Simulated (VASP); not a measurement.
AgCl (rock salt) is relaxed at rising pressure, each step from the one before. Symmetry mostly holds the structure type, and other phases were not tried. The mesh follows the cell, and a change of mesh leaves a small step in the series.

Space group Fm-3m (No. 225); a = b = c = 5.6047 Å, α = β = γ = 90.00°

```csv
atom,site,symmetry,x,y,z
Ag,4a,m-3m,0.0000,0.0000,0.0000
Cl,4b,m-3m,0.5000,0.5000,0.5000
```
(The calculation used a cell of 2 atoms; values per cell refer to that cell.)

Level of theory: PBE GGA, VASP's PBE PAW potentials (set 64) (plane waves; VASP). Run with 500 eV cut-off, 8×8×8 Γ-centred mesh, Gaussian smearing of 0.050 eV, potentials Ag Cl.

```
P (GPa)  V (Å³/atom)  H − H(0) (eV/atom)  space group  k-mesh
-------  -----------  ------------------  -----------  ------
0              22.01               0.000        Fm-3m   8×8×8
5              20.07               0.655        Fm-3m   8×8×8
10                 …                   …        Fm-3m   9×9×9
20             17.19               2.383        Fm-3m   9×9×9
30             16.12               3.421        Fm-3m   9×9×9
45                 …                   …        Fm-3m   9×9×9
```

Question: Some entries are withheld; supply them.

Answer: 
- 45, V (Å³/atom): 14.97
- 45, H − H(0) (eV/atom): 4.874
- 10, V (Å³/atom): 18.83
- 10, H − H(0) (eV/atom): 1.261

Pressures at which the relaxation failed are left out.

The compound is AgCl in the rock salt structure.
